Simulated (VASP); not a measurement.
The system is RbBr3.

```
Rb Br
1.0
     0.00000    3.89229    3.89229
     3.89229    0.00000    3.89229
     3.89229    3.89229    0.00000
Rb Br
1 3
Direct
  0.00000 0.00000 0.00000
  0.25000 0.25000 0.25000
  0.75000 0.75000 0.75000
  0.50000 0.50000 0.50000
```

The cell was built by a generator and needn't be a form met in nature.

The cell isn't the ideal one: species swapped into the Tc3Ge type (Fm-3m, No. 225).

| Property | Result |
| --- | --- |
| Program | VASP 6.6.1 |
| Task | relaxation of cell and atoms |
| Functional | PBE |
| Potentials or basis | VASP PAW PBE potentials, release 64 (Rb_sv, Br) |
| Cutoff | 600 eV |
| k mesh | 10 × 10 × 10 |
| Occupations | gaussian, width 0.1 eV |
| Spin | no spin polarisation |

At the start: pressure 3.4 GPa; volume 29.48 Å³/atom.

**Question.** How do energy, volume and symmetry change on relaxing?

**Answer.** Over 4 steps the energy falls by 45.9 meV/atom and the volume is 34.61 Å³/atom (+17.4 %); space group Fm-3m (No. 225, to 0.05 Å).

Step by step:
```tsv
step	energy change (eV)	largest force (eV/Å)	pressure (GPa)	volume (Å³)
1	0.0000	0.0000	3.36	117.94
2	-0.1488	0.0000	1.22	128.79
3	-0.1817	0.0000	0.26	136.26
4	-0.1837	0.0000	0.04	138.45
```

Final structure:
```
CELL_PARAMETERS angstrom
0.00000 4.10599 4.10599
4.10599 0.00000 4.10599
4.10599 4.10599 0.00000
ATOMIC_POSITIONS crystal
Rb 0.00000 0.00000 0.00000
Br 0.25000 0.25000 0.25000
Br 0.75000 0.75000 0.75000
Br 0.50000 0.50000 0.50000
```

Caveat: the volume moved by over 15 % at a fixed basis, so the end points are rough.
